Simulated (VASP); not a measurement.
Calculation: PBE GGA, VASP's PBE PAW potentials (set 64) (plane waves; VASP).

A VASP calculation is set up with these files.

### KPOINTS
```
Automatic mesh
0
Gamma
6 6 6
0 0 0
```

INCAR:
```
SYSTEM  =  MnS
PREC  =  Accurate; ENCUT  =  400; LREAL  =  F
LASPH  =  T
EDIFF  =  1E-6; NELM  =  100; ALGO  =  Normal
LMAXMIX  =  4
ISMEAR  =  0; SIGMA  =  0.05
GGA  =  PE
ISPIN  =  1
ISIF  =  2
LWAVE  =  F; LCHARG  =  F; LORBIT  =  10
```

**POSCAR**
```
MnS
1
    5.3244000000     2.6622000000     2.6622000000
    2.6622000000     5.3244000000     2.6622000000
    2.6622000000     2.6622000000     5.3244000000
Mn S
2 2
Direct
  0.0000000000   0.0000000000   0.0000000000
  0.5000000000   0.5000000000   0.5000000000
  0.2500000000   0.2500000000   0.2500000000
  0.7500000000   0.7500000000   0.7500000000
```

POTCAR, in this order: Mn_pv S (PBE.64 set). Program: vasp_std.

The resulting files:

### OUTCAR
```
 ion  position               nearest neighbor table
   1  0.000  0.000  0.000-   4 2.66   4 2.66   4 2.66   3 2.66   3 2.66   3 2.66
   2  0.500  0.500  0.500-   3 2.66   3 2.66   3 2.66   4 2.66   4 2.66   4 2.66
   3  0.250  0.250  0.250-   1 2.66   1 2.66   1 2.66   2 2.66   2 2.66   2 2.66
   4  0.750  0.750  0.750-   2 2.66   2 2.66   2 2.66   1 2.66   1 2.66   1 2.66
  LATTYP: Found a trigonal (rhomboedric) cell.
 ALAT       =     6.5210315932
 COS(alpha) =     0.8333333333
 Subroutine PRICEL returns following result:
  LATTYP: Found a face centered cubic cell.
 ALAT       =     5.3244000000
 Subroutine GETGRP returns: Found 12 space group operations
The static configuration has the point symmetry D_3d.
The dynamic configuration has the point symmetry D_3d.
 Subroutine INISYM returns: Found 12 space group operations
 Subroutine IBZKPT returns following result:
 Found     32 irreducible k-points:

 Following reciprocal coordinates:
            Coordinates               Weight
  0.000000  0.000000  0.000000      1.000000
  0.166667 -0.000000 -0.000000      6.000000
  0.333333 -0.000000 -0.000000      6.000000
  0.500000 -0.000000 -0.000000      3.000000
  0.166667  0.166667  0.000000      6.000000
...
```

OSZICAR:
```
       N       E                     dE             d eps       ncg     rms          rms(c)
DAV:   1     0.303093678831E+03    0.30309E+03   -0.18921E+04  1720   0.145E+03
DAV:   2     0.117514456595E+01   -0.30192E+03   -0.29726E+03  1514   0.408E+02
DAV:   3    -0.253749797301E+02   -0.26550E+02   -0.26103E+02  1983   0.111E+02
DAV:   4    -0.262193730375E+02   -0.84439E+00   -0.82781E+00  1859   0.173E+01
DAV:   5    -0.262656092085E+02   -0.46236E-01   -0.45494E-01  1861   0.371E+00    0.151E+01
DAV:   6    -0.288191167682E+02   -0.25535E+01   -0.85933E+01  1875   0.658E+01    0.278E+01
DAV:   7    -0.230783177804E+02    0.57408E+01   -0.65738E+01  1813   0.537E+01    0.546E+00
DAV:   8    -0.230656230417E+02    0.12695E-01   -0.21788E+00  1536   0.875E+00    0.222E+00
DAV:   9    -0.230564542894E+02    0.91688E-02   -0.31806E-01  1952   0.280E+00    0.120E+00
DAV:  10    -0.230558549132E+02    0.59938E-03   -0.43794E-02  1827   0.213E+00    0.352E-01
DAV:  11    -0.230562508216E+02   -0.39591E-03   -0.32070E-03  2122   0.302E-01    0.232E-01
DAV:  12    -0.230562519978E+02   -0.11762E-05   -0.56512E-04  1960   0.125E-01    0.916E-02
DAV:  13    -0.230562315365E+02    0.20461E-04   -0.90142E-05  1871   0.876E-02    0.220E-02
DAV:  14    -0.230562266255E+02    0.49110E-05   -0.39081E-05  2001   0.365E-02    0.431E-03
DAV:  15    -0.230562267402E+02   -0.11470E-06   -0.73371E-07   984   0.724E-03
   1 F= -.23056227E+02 E0= -.23038212E+02  d E =-.360295E-01
```

OUTCAR:
```
------------------------ aborting loop because EDIFF is reached ----------------------------------------
  FORCE on cell =-STRESS in cart. coord.  units (eV):
  Direction    XX          YY          ZZ          XY          YZ          ZX
  --------------------------------------------------------------------------------------
  Total      -11.6935195    -11.6935195    -11.6935195     -0.0021152     -0.0021152     -0.0021152
  in kB     -248.2411627   -248.2411627   -248.2411627     -0.0449038     -0.0449038     -0.0449038
  external PRESSURE =    -248.2411627 kB  Pullay stress =       0.0000000 kB
  volume of cell :       75.47
      direct lattice vectors                 reciprocal lattice vectors
     5.324400000  2.662200000  2.662200000     0.281721884 -0.093907295 -0.093907295
     2.662200000  5.324400000  2.662200000    -0.093907295  0.281721884 -0.093907295
     2.662200000  2.662200000  5.324400000    -0.093907295 -0.093907295  0.281721884
 POSITION                                       TOTAL-FORCE (eV/Angst)
 -----------------------------------------------------------------------------------
      0.00000      0.00000      0.00000        -0.000000      0.000000     -0.000000
      5.32440      5.32440      5.32440         0.000000     -0.000000      0.000000
      2.66220      2.66220      2.66220        -0.000000     -0.000000     -0.000000
      7.98660      7.98660      7.98660        -0.000000     -0.000000     -0.000000
 -----------------------------------------------------------------------------------
    total drift:                                0.000000     -0.000000     -0.000000
  FREE ENERGIE OF THE ION-ELECTRON SYSTEM (eV)
  ---------------------------------------------------
  free  energy   TOTEN  =       -23.0562267402 eV

  energy  without entropy=      -23.0201971932  energy(sigma->0) =      -23.03821197

 total charge

# of ion       s       p       d       tot
------------------------------------------
    1        0.178   6.109   5.073  11.359
    2        0.178   6.109   5.073  11.359
    3        1.328   2.276   0.000   3.604
    4        1.328   2.276   0.000   3.604
--------------------------------------------------
tot          3.012  16.769  10.145  29.926
```
(Selected blocks of OUTCAR.)

The compound is MnS in the rock salt, AFM-II order structure. The cell was not relaxed at this level. The k-mesh is coarse (spacing up to 0.33 per Å, 2π included), so the numbers may not be converged in it. The run is one of a series of settings (ISPIN = 1, the spin start removed against the base run), some of them coarse on purpose. The run is not spin-polarised, so no magnetic state was tried.
